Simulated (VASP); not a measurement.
# Li: formation energy of a vacancy on the Li site, part 2 of 3

How easily does a vacancy on the Li site form in Li? The host is relaxed first, then a supercell is run with and without the defect.

VASP 6.6.1; PBEsol; plane waves and PAW (Li).

So far. Step 2 (The host at zero pressure): The run ended after 3 ionic steps, 0.001 eV below its first step, once forces and stress met EDIFFG = -0.02.

**3. The supercell without the defect**

System of this step: Li. The cell holds 54 atoms: 54 Li. Cell: a = 10.354 Å, b = 10.354 Å, c = 10.354 Å, α = 90.0°, β = 90.0°, γ = 90.0°. It derives from Li.

The same cell, mesh and cutoff without the defect give the energy to subtract and, in a gapped host, the band edges to count from, so that most errors cancel.

The input, INCAR:

```
SYSTEM = Li
PREC = Normal
ENCUT = 300
EDIFF = 1E-05
NELM = 120
ISMEAR = 1
SIGMA = 0.2
LREAL = Auto
ALGO = Fast
GGA = PS
LORBIT = 11
LWAVE = .FALSE.
LCHARG = .FALSE.
KPAR = 4
NCORE = 2
```

The input, POSCAR:

```
Li
1.0
   10.3537268592      0.0000000000      0.0000000000
    0.0000000000     10.3537268592      0.0000000000
    0.0000000000      0.0000000000     10.3537268592
Li
54
Direct
    0.0000000000      0.0000000000      0.0000000000
    0.3333333333      0.0000000000      0.0000000000
    0.6666666667      0.0000000000      0.0000000000
    0.0000000000      0.3333333333      0.0000000000
    0.0000000000      0.0000000000      0.3333333333
    0.1666666667      0.1666666667      0.1666666667
    0.3333333333      0.3333333333      0.0000000000
    0.3333333333      0.0000000000      0.3333333333
    0.5000000000      0.1666666667      0.1666666667
    0.6666666667      0.3333333333      0.0000000000
    0.6666666667      0.0000000000      0.3333333333
    0.8333333333      0.1666666667      0.1666666667
    0.0000000000      0.6666666667      0.0000000000
    0.0000000000      0.3333333333      0.3333333333
    0.1666666667      0.5000000000      0.1666666667
    0.3333333333      0.6666666667      0.0000000000
    0.0000000000      0.0000000000      0.6666666667
    0.1666666667      0.1666666667      0.5000000000
    0.3333333333      0.3333333333      0.3333333333
    0.5000000000      0.5000000000      0.1666666667
    0.6666666667      0.6666666667      0.0000000000
    0.3333333333      0.0000000000      0.6666666667
    0.5000000000      0.1666666667      0.5000000000
    0.6666666667      0.3333333333      0.3333333333
    0.8333333333      0.5000000000      0.1666666667
    0.6666666667      0.0000000000      0.6666666667
    0.8333333333      0.1666666667      0.5000000000
    0.0000000000      0.6666666667      0.3333333333
    0.1666666667      0.8333333333      0.1666666667
    0.0000000000      0.3333333333      0.6666666667
    0.1666666667      0.5000000000      0.5000000000
    0.3333333333      0.6666666667      0.3333333333
    0.5000000000      0.8333333333      0.1666666667
    0.1666666667      0.1666666667      0.8333333333
    0.3333333333      0.3333333333      0.6666666667
    0.5000000000      0.5000000000      0.5000000000
    0.6666666667      0.6666666667      0.3333333333
    0.8333333333      0.8333333333      0.1666666667
    0.5000000000      0.1666666667      0.8333333333
    0.6666666667      0.3333333333      0.6666666667
    0.8333333333      0.5000000000      0.5000000000
    0.8333333333      0.1666666667      0.8333333333
    0.0000000000      0.6666666667      0.6666666667
    0.1666666667      0.8333333333      0.5000000000
    0.1666666667      0.5000000000      0.8333333333
    0.3333333333      0.6666666667      0.6666666667
    0.5000000000      0.8333333333      0.5000000000
    0.5000000000      0.5000000000      0.8333333333
    0.6666666667      0.6666666667      0.6666666667
    0.8333333333      0.8333333333      0.5000000000
    0.8333333333      0.5000000000      0.8333333333
    0.1666666667      0.8333333333      0.8333333333
    0.5000000000      0.8333333333      0.8333333333
    0.8333333333      0.8333333333      0.8333333333
```

The input, KPOINTS:

```
Automatic mesh
0
Monkhorst-Pack
4 4 4
0 0 0
```

Potentials, in the order of the species: Li (PBE family, release 64).

On the command line:

```
> mpirun -np 8 vasp_std
```

The program printed:

```text
[banner, memory and clock lines left out]
running    8 mpi-ranks, on    1 nodes
 distrk:  each k-point on    2 cores,    4 groups
 distr:  one band on    2 cores,    1 groups

 POSCAR found type information on POSCAR Li
 POSCAR found :  1 types and      54 ions
 [... a notice as in an earlier step ...]

 LDA part: xc-table for (Slater+PW92), standard interpolation
 POSCAR, INCAR and KPOINTS ok, starting setup
 FFT: planning ... GRIDC
 FFT: planning ... GRID_SOFT
 FFT: planning ... GRID
 WAVECAR not read
 entering main loop
       N       E                     dE             d eps       ncg     rms          rms(c)
DAV:   1    -0.559255501739E+02   -0.55926E+02   -0.96902E+03   440   0.424E+02
DAV:   2    -0.103146930242E+03   -0.47221E+02   -0.43644E+02   523   0.521E+01
DAV:   3    -0.105832659785E+03   -0.26857E+01   -0.25260E+01   544   0.108E+01
DAV:   4    -0.105896926100E+03   -0.64266E-01   -0.63964E-01   520   0.197E+00
DAV:   5    -0.105898306525E+03   -0.13804E-02   -0.13801E-02   521   0.290E-01    0.105E+00
RMM:   6    -0.105845333268E+03    0.52973E-01   -0.18168E-03   453   0.129E-01    0.683E-01
RMM:   7    -0.105813186226E+03    0.32147E-01   -0.38768E-03   477   0.217E-01    0.302E-02
RMM:   8    -0.105812458009E+03    0.72822E-03   -0.32014E-04   502   0.794E-02    0.575E-03
RMM:   9    -0.105812436862E+03    0.21147E-04   -0.44453E-05   464   0.277E-02    0.105E-03
RMM:  10    -0.105812437994E+03   -0.11326E-05   -0.46068E-06   306   0.741E-03
   1 F= -.10581244E+03 E0= -.10580774E+03  d E =-.140875E-01
```

It took 5.4 s on 8 MPI ranks of Intel Xeon 6975P-C (Granite Rapids), shared host; peak memory 2 GiB.

OUTCAR, selected parts (step 3):

```text
  LATTYP: Found a simple cubic cell.
 ALAT       =    10.3537268592

The static configuration has the point symmetry O_h .

 Found      4 irreducible k-points:

   k-points           NKPTS =      4   k-points in BZ     NKDIM =      4   number of bands    NBANDS=     55

   dimension x,y,z NGX =    48 NGY =   48 NGZ =   48
   dimension x,y,z NGXF=    96 NGYF=   96 NGZF=   96

   ENCUT  =  300.0 eV  22.05 Ry    4.70 a.u.  14.62 14.62 14.62*2*pi/ulx,y,z

   NELECT =      54.0000    total number of electrons

 E-fermi :   0.3896

 k-point     1 :       0.1250    0.1250    0.1250
  band No.  band energies     occupation
    ...
     22      -0.2492      2.00006
     23      -0.2492      2.00006
     24       0.2659      1.85660
     25       0.2659      1.85660
     26       0.2659      1.85660
     27       0.6358     -0.07090
     28       0.6358     -0.07090
     29       0.6358     -0.07090
     30       0.7944     -0.01479
     31       1.0260     -0.00007
    ...

 k-point     2 :       0.3750    0.1250    0.1250
  band No.  band energies     occupation
    ...
     23       0.0110      2.02225
     24       0.0110      2.02225
     25       0.3168      1.57361
     26       0.3168      1.57361
     27       0.3882      1.01208
     28       0.6001     -0.05950
     29       0.6001     -0.05950
     30       0.7408     -0.03237
     31       0.7408     -0.03237
     32       0.8803     -0.00284
    ...

  Total       -0.7865128     -0.7865128     -0.7865128      0.0000000      0.0000000      0.0000000
  in kB       -1.1353409     -1.1353409     -1.1353409      0.0000000      0.0000000      0.0000000
  external PRESSURE =      -1.1353409 kB  Pullay stress =       0.0000000 kB

  energy-cutoff  :      300.00
  volume of cell :     1109.92
      direct lattice vectors                 reciprocal lattice vectors
    10.353726859  0.000000000  0.000000000     0.096583579  0.000000000  0.000000000
     0.000000000 10.353726859  0.000000000     0.000000000  0.096583579  0.000000000
     0.000000000  0.000000000 10.353726859     0.000000000  0.000000000  0.096583579

 POSITION                                       TOTAL-FORCE (eV/Angst)
 -----------------------------------------------------------------------------------
      0.00000      0.00000      0.00000         0.000000      0.000000     -0.000000
      3.45124      0.00000      0.00000         0.000000      0.000000     -0.000000
      6.90248      0.00000      0.00000         0.000000      0.000000     -0.000000
      0.00000      3.45124      0.00000         0.000000     -0.000000     -0.000000
      0.00000      0.00000      3.45124         0.000000      0.000000     -0.000000
      1.72562      1.72562      1.72562         0.000000      0.000000     -0.000000
      3.45124      3.45124      0.00000         0.000000      0.000000     -0.000000
      3.45124      0.00000      3.45124        -0.000000      0.000000      0.000000
      5.17686      1.72562      1.72562         0.000000      0.000000     -0.000000
      6.90248      3.45124      0.00000         0.000000      0.000000     -0.000000
      6.90248      0.00000      3.45124         0.000000      0.000000     -0.000000
      8.62811      1.72562      1.72562         0.000000      0.000000     -0.000000
      0.00000      6.90248      0.00000         0.000000      0.000000     -0.000000
      0.00000      3.45124      3.45124         0.000000     -0.000000     -0.000000
      1.72562      5.17686      1.72562         0.000000      0.000000     -0.000000
      3.45124      6.90248      0.00000        -0.000000      0.000000     -0.000000
      0.00000      0.00000      6.90248         0.000000      0.000000     -0.000000
      1.72562      1.72562      5.17686         0.000000      0.000000     -0.000000
      3.45124      3.45124      3.45124        -0.000000      0.000000      0.000000
      5.17686      5.17686      1.72562         0.000000      0.000000     -0.000000
      6.90248      6.90248      0.00000         0.000000      0.000000     -0.000000
      3.45124      0.00000      6.90248         0.000000      0.000000     -0.000000
      5.17686      1.72562      5.17686         0.000000      0.000000     -0.000000
      6.90248      3.45124      3.45124         0.000000      0.000000     -0.000000
      8.62811      5.17686      1.72562         0.000000      0.000000     -0.000000
      6.90248      0.00000      6.90248         0.000000      0.000000     -0.000000
      8.62811      1.72562      5.17686        -0.000000      0.000000     -0.000000
      0.00000      6.90248      3.45124         0.000000      0.000000      0.000000
      1.72562      8.62811      1.72562         0.000000     -0.000000     -0.000000
      0.00000      3.45124      6.90248         0.000000      0.000000     -0.000000
      1.72562      5.17686      5.17686         0.000000      0.000000     -0.000000
      3.45124      6.90248      3.45124        -0.000000      0.000000      0.000000
      5.17686      8.62811      1.72562         0.000000     -0.000000     -0.000000
      1.72562      1.72562      8.62811         0.000000      0.000000     -0.000000
      3.45124      3.45124      6.90248         0.000000     -0.000000     -0.000000
      5.17686      5.17686      5.17686         0.000000      0.000000     -0.000000
      6.90248      6.90248      3.45124         0.000000      0.000000     -0.000000
      8.62811      8.62811      1.72562         0.000000     -0.000000     -0.000000
[...]
-----------------------------------------------------------------------------------
    total drift:                               -0.000000      0.000000      0.000000

  FREE ENERGIE OF THE ION-ELECTRON SYSTEM (eV)
  ---------------------------------------------------
  free  energy   TOTEN  =      -105.8124379944 eV

  energy  without entropy=     -105.7983505052  energy(sigma->0) =     -105.80774216

 total charge
# of ion       s       p       d       tot
------------------------------------------
    1        0.114   0.098   0.000   0.212
    2        0.114   0.098   0.000   0.212
    3        0.114   0.098   0.000   0.212
    4        0.114   0.098   0.000   0.212
    5        0.114   0.098   0.000   0.212
    6        0.114   0.098   0.000   0.212
    7        0.114   0.098   0.000   0.212
    8        0.114   0.098   0.000   0.212
    9        0.114   0.098   0.000   0.212
   10        0.114   0.098   0.000   0.212
   11        0.114   0.098   0.000   0.212
   12        0.114   0.098   0.000   0.212
   13        0.114   0.098   0.000   0.212
   14        0.114   0.098   0.000   0.212
   15        0.114   0.098   0.000   0.212
   16        0.114   0.098   0.000   0.212
   17        0.114   0.098   0.000   0.212
   18        0.114   0.098   0.000   0.212
   19        0.114   0.098   0.000   0.212
   20        0.114   0.098   0.000   0.212
   21        0.114   0.098   0.000   0.212
   22        0.114   0.098   0.000   0.212
   23        0.114   0.098   0.000   0.212
   24        0.114   0.098   0.000   0.212
   25        0.114   0.098   0.000   0.212
   26        0.114   0.098   0.000   0.212
   27        0.114   0.098   0.000   0.212
   28        0.114   0.098   0.000   0.212
   29        0.114   0.098   0.000   0.212
   30        0.114   0.098   0.000   0.212
   31        0.114   0.098   0.000   0.212
   32        0.114   0.098   0.000   0.212
   33        0.114   0.098   0.000   0.212
   34        0.114   0.098   0.000   0.212
   35        0.114   0.098   0.000   0.212
   36        0.114   0.098   0.000   0.212
   37        0.114   0.098   0.000   0.212
[...]
--------------------------------------------------
tot          6.156   5.279   0.000  11.434

[... 1 part as in an earlier step ...]

[... 5 further parts left out ...]
```

This step gave:

- electronic cycles: 10
- electrons: 54
- free energy (TOTEN): -105.8124 eV
- energy at zero smearing: -105.8077 eV
- Fermi energy: 0.3896 eV

The host is treated as a metal, as its relaxation found a gap under 0.3 eV or none, and only the neutral defect is run.

(Continued in part 3 of 3.)

[Lines on the potential files, build, host, timing and source positions are cut from VASP's logs without a mark.]

[Logs are printed without paths, hosts, clocks, repeated set-up lines and the standing remarks that a program may print on its own settings, such as how far it seeks lower states.]

[Hosts, paths, dates, database ids (printed as entryN), source tags and the programs' standing remarks are cut or masked in the printed files.]

[In band tables of VASP the shares of atoms and orbitals are scaled to a sum of 1 inside the atoms' spheres.]

[Runs that stopped without an error message from VASP are left out.]
